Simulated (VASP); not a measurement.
All values below come from PBE GGA, VASP's PBE PAW potentials (set 64) (plane waves; VASP).

A VASP calculation is set up with these files.

KPOINTS:
```
Automatic mesh
0
Gamma
6 6 6
0 0 0
```

INCAR:
```
SIGMA  =  0.05   ! width (eV)
ISMEAR  =  -1   ! Fermi-Dirac
ENCUT  =  300   ! plane-wave cut-off (eV)
EDIFF  =  1E-6   ! SCF stop (eV)
SYSTEM  =  InSb
PREC  =  Accurate
NELM  =  100   ! most electronic steps
GGA  =  PE   ! PBE
ALGO  =  Normal   ! blocked Davidson
LREAL  =  .False.   ! projection in real space or not
ISIF  =  2   ! forces and stress, cell fixed
LASPH  =  .True.   ! aspherical one-centre terms
LMAXMIX  =  4   ! l cut-off of mixed one-centre charges
LWAVE  =  .False.
LCHARG  =  .False.
```

**POSCAR**
```
InSb
1
    0.0000000000     3.1752000000     3.1752000000
    3.1752000000     0.0000000000     3.1752000000
    3.1752000000     3.1752000000     0.0000000000
In Sb
1 1
Direct
  0.0000000000   0.0000000000   0.0000000000
  0.2500000000   0.2500000000   0.2500000000
```

POTCAR, in this order: In_d Sb (PBE.64 set). Program: vasp_std.

What VASP printed:

OSZICAR:
```
       N       E                     dE             d eps       ncg     rms          rms(c)
DAV:   1     0.958849822503E+02    0.95885E+02   -0.60340E+03   416   0.936E+02
DAV:   2    -0.124055541423E+01   -0.97126E+02   -0.94932E+02   426   0.263E+02
DAV:   3    -0.676404628849E+01   -0.55235E+01   -0.55026E+01   546   0.731E+01
DAV:   4    -0.688379282410E+01   -0.11975E+00   -0.11971E+00   483   0.126E+01
DAV:   5    -0.689012011807E+01   -0.63273E-02   -0.63272E-02   574   0.240E+00    0.460E+00
DAV:   6    -0.678112650075E+01    0.10899E+00   -0.17631E-01   539   0.723E+00    0.270E+00
DAV:   7    -0.676270703194E+01    0.18419E-01   -0.90611E-02   555   0.327E+00    0.676E-01
DAV:   8    -0.676351930758E+01   -0.81228E-03   -0.93256E-03   555   0.136E+00    0.310E-01
DAV:   9    -0.676407707388E+01   -0.55777E-03   -0.87941E-04   479   0.330E-01    0.921E-02
DAV:  10    -0.676417393984E+01   -0.96866E-04   -0.71253E-05   506   0.580E-02    0.369E-02
DAV:  11    -0.676421349091E+01   -0.39551E-04   -0.60573E-05   441   0.584E-02    0.178E-02
DAV:  12    -0.676421456748E+01   -0.10766E-05   -0.81082E-07   373   0.874E-03    0.470E-03
DAV:  13    -0.676421459271E+01   -0.25227E-07   -0.18588E-06   420   0.813E-03
   1 F= -.67642146E+01 E0= -.67638543E+01  d E =-.720566E-03
```

OUTCAR:
```
------------------------ aborting loop because EDIFF is reached ----------------------------------------
  FORCE on cell =-STRESS in cart. coord.  units (eV):
  Direction    XX          YY          ZZ          XY          YZ          ZX
  --------------------------------------------------------------------------------------
  Total        2.5731352      2.5731352      2.5731352     -0.0000000      0.0000000     -0.0000000
  in kB       64.3917054     64.3917054     64.3917054     -0.0000000      0.0000000     -0.0000000
  external PRESSURE =      64.3917054 kB  Pullay stress =       0.0000000 kB
  volume of cell :       64.02
      direct lattice vectors                 reciprocal lattice vectors
     0.000000000  3.175200000  3.175200000    -0.157470396  0.157470396  0.157470396
     3.175200000  0.000000000  3.175200000     0.157470396 -0.157470396  0.157470396
     3.175200000  3.175200000  0.000000000     0.157470396  0.157470396 -0.157470396
  FREE ENERGIE OF THE ION-ELECTRON SYSTEM (eV)
  ---------------------------------------------------
  free  energy   TOTEN  =        -6.7642145927 eV

  energy  without entropy=       -6.7634940272  energy(sigma->0) =       -6.76385431
```
(Selected blocks of OUTCAR.)

**OUTCAR**
```
 val. band max:        5.7761576058   @ k =   0.0000   0.0000   0.0000

 cond. band min:       5.9340577850   @ k =   0.0000   0.0000   0.0000


 Fermi energy:         5.8886049624

 k-point     1 :       0.0000    0.0000    0.0000
  band No.  band energies     occupation
      1      -8.9646      2.00000
      2      -8.9646      2.00000
      3      -8.9646      2.00000
      4      -8.8609      2.00000
      5      -8.8609      2.00000
      6      -5.3456      2.00000
      7       5.7762      1.80912
      8       5.7762      1.80912
      9       5.7762      1.80912
     10       5.9341      0.57439
     11       8.7146      0.00000
     12       8.7146      0.00000
     13       8.7146      0.00000

 k-point     2 :       0.1667    0.0000    0.0000
  band No.  band energies     occupation
      1      -8.9805      2.00000
      2      -8.9579      2.00000
      3      -8.9579      2.00000
      4      -8.8616      2.00000
      5      -8.8616      2.00000
      6      -5.0730      2.00000
      7       3.2952      2.00000
      8       5.4020      1.99988
      9       5.4020      1.99988
     10       6.9226      0.00000
     11       9.2061      0.00000
     12       9.2061      0.00000
     13       9.6222      0.00000

 k-point     3 :       0.3333    0.0000    0.0000
  band No.  band energies     occupation
      1      -9.0110      2.00000
      2      -8.9462      2.00000
      3      -8.9462      2.00000
      4      -8.8608      2.00000
      5      -8.8608      2.00000
      6      -4.3586      2.00000
      7       0.9601      2.00000
      8       4.8765      2.00000
      9       4.8765      2.00000
     10       6.5844      0.00000
     11       9.6078      0.00000
     12       9.6078      0.00000
     13      11.7520      0.00000

 k-point     4 :       0.5000    0.0000    0.0000
  band No.  band energies     occupation
      1      -9.0255      2.00000
      2      -8.9413      2.00000
      3      -8.9413      2.00000
...
```

At this cut-off the stress carries a Pulay error, which pulls relaxed volumes low. Unless said otherwise, spin-orbit coupling is left out, though it shifts the bands of the heavy elements here.

The structure is a typed InSb crystal (F-43m). The cell was not relaxed at this level, and its volume differs by -5.9 % from the start's.
